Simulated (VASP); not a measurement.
## GaP: single point with r2SCAN

**Experimental background.**

“Stacking defects in GaP nanowires: Electronic structure and optical properties”, 2018, arxiv:1810.01194 quotes, for a bulk crystal of GaP at 10 K: band gap 2.34 eV (indirect).

Crystal: GaP.

```
Ga P
1.0
     0.00000    2.72525    2.72525
     2.72525    0.00000    2.72525
     2.72525    2.72525    0.00000
Ga P
1 1
Cartesian
  0.0000 0.0000 0.0000
  1.3626 1.3626 1.3626
```

| Property | Result |
| --- | --- |
| Program | VASP 6.6.1 |
| Task | single point |
| Functional | r2SCAN |
| Potentials or basis | VASP PAW PBE potentials, release 64 (Ga_d, P) |
| Cutoff | 520 eV |
| k mesh | 8 × 8 × 8 |
| Occupations | gaussian, width 0.02 eV |
| Spin | no spin polarisation |

| Property | Result |
| --- | --- |
| Pressure | 0.0 GPa |
| Band gap on the k mesh | 1.90 eV, indirect (least direct gap 2.34 eV) |

Levels at points of the mesh, in eV from the valence-band top:
```tsv
k point	band 7	band 8	band 9	band 10	band 11	band 12
(0.00, 0.00, 0.00)	0.00	0.00	0.00	2.34	4.19	4.19
(0.50, 0.00, 0.00)	-6.84	-1.17	-1.17	2.04	5.06	5.06
(0.50, 0.50, 0.00)	-6.96	-2.80	-2.80	1.91	2.10	11.35
```

It took 52 s on 1 thread of Intel(R) Xeon(R) 6975P-C (Granite Rapids), with other jobs on the host, peak memory 0.17 GiB.

Against the measured gap of GaP, 2.34 eV (indirect; 10 K; quoted in “Stacking defects in GaP nanowires: Electronic structure and optical properties”, 2018, arxiv:1810.01194), the calculated 1.90 eV is off by -0.44 eV. Spin-orbit coupling on Ga is left out. The value is that of r2SCAN on a finite k mesh, which can miss the band edges, without temperature or zero-point motion.

Caveat: the PAW data sets were made with another functional, which shifts forces and pressure a little.
